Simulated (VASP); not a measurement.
An input for Quantum ESPRESSO's pw.x (written as the equivalent of a VASP run, and not itself run):

```
&CONTROL
  calculation = 'vc-relax'
  pseudo_dir = './pseudo'
  outdir = './out'
  tprnfor = .true.
  tstress = .true.
  nstep = 40
  forc_conv_thr = 0.00078
/
&SYSTEM
  ibrav = 0
  nat = 2
  ntyp = 2
  ecutwfc = 84
  occupations = 'smearing'
  smearing = 'gaussian'
  degauss = 0.003675
  input_dft = 'pbesol'
/
&ELECTRONS
  conv_thr = 7.3e-08
  electron_maxstep = 100
/
&IONS
/
&CELL
  press = 50
/
ATOMIC_SPECIES
  Sr 87.620 Sr.upf
  O 15.999 O.upf
CELL_PARAMETERS angstrom
     0.0000000    2.5669796    2.5669796
     2.5669796    0.0000000    2.5669796
     2.5669796    2.5669796    0.0000000
ATOMIC_POSITIONS crystal
  Sr   0.0000000  0.0000000  0.0000000
  O    0.5000000  0.5000000  0.5000000
K_POINTS automatic
  9 9 9 0 0 0
```

Q: Write the VASP files for the same calculation (PBEsol).

A: This is not unique; one that fits is 
### KPOINTS
```
Automatic mesh
0
Gamma
9 9 9
0 0 0
```

### POSCAR
```
SrO
1
    0.0000000000     2.5669795706     2.5669795706
    2.5669795706     0.0000000000     2.5669795706
    2.5669795706     2.5669795706     0.0000000000
Sr O
1 1
Direct
  0.0000000000   0.0000000000   0.0000000000
  0.5000000000   0.5000000000   0.5000000000
```

**INCAR**
```
SYSTEM=SrO
PREC=Accurate; ENCUT=620; LREAL=.FALSE.
LASPH=.TRUE.
EDIFF=1E-6; NELM=100; ALGO=Normal
LMAXMIX=4
ISMEAR=0; SIGMA=0.05
GGA=PS
IBRION=2; NSW=40; ISIF=3
EDIFFG=-0.02; PSTRESS=50
LWAVE=.FALSE.; LCHARG=.FALSE.
```

POTCAR, in this order: Sr_sv O (PBE.64 set). Program: vasp_std.

Limits of the translation: the potentials are each code's own (VASP's PAW set, PseudoDojo norm-conserving files in pw.x), so ENCUT and ecutwfc are chosen apart and not converted; conv_thr bounds pw.x's estimated SCF error, while EDIFF bounds the energy change between steps; forc_conv_thr acts on force components and is met together with etot_conv_thr.

The compound is SrO in the rock salt structure. This run relaxes it under an external pressure of 5 GPa. Symmetry was kept, so distortions that lower it aren't found.
